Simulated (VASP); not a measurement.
The system is ZrF2, a sheet with vacuum.

```xyz
3
Lattice="2.9888 0.0000 0.0000 -1.4944 2.5883 0.0000 0.0000 0.0000 29.7132" Properties=species:S:1:pos:R:3 pbc="T T T"
Zr    0.0000    0.0000    8.0000
F     1.4944    0.8628    6.5179
F     0.0000    1.7256    9.4821
```

The cell was built by a generator and needn't be a form met in nature.

Base run:

* Program: VASP 6.6.1
* Functional: PBE
* Potentials or basis: VASP PAW PBE potentials, release 64 (Zr_sv, F)
* Cutoff: 520 eV
* k mesh: 10 × 10 × 1
* Occupations: fermi-dirac, width 0.05 eV
* Spin: no spin polarisation

Its results: band gap on the k mesh none (metal or under the smearing width); largest force 0.012 eV/Å.

Q: The run is repeated on the same cell with these changes: further incar settings from ALGO = Normal; EDIFF = 1e-07; NBANDS = 20 to ALGO = Normal; EDIFF = 1e-06; hubbard terms from none to Zr d U = 3 eV. What comes out?

A: Band gap on the k mesh 0.06 eV, indirect (least direct gap 0.77 eV); largest force 0.364 eV/Å.

A k mesh can miss the band edges.

Not every run made on this cell is shown here.
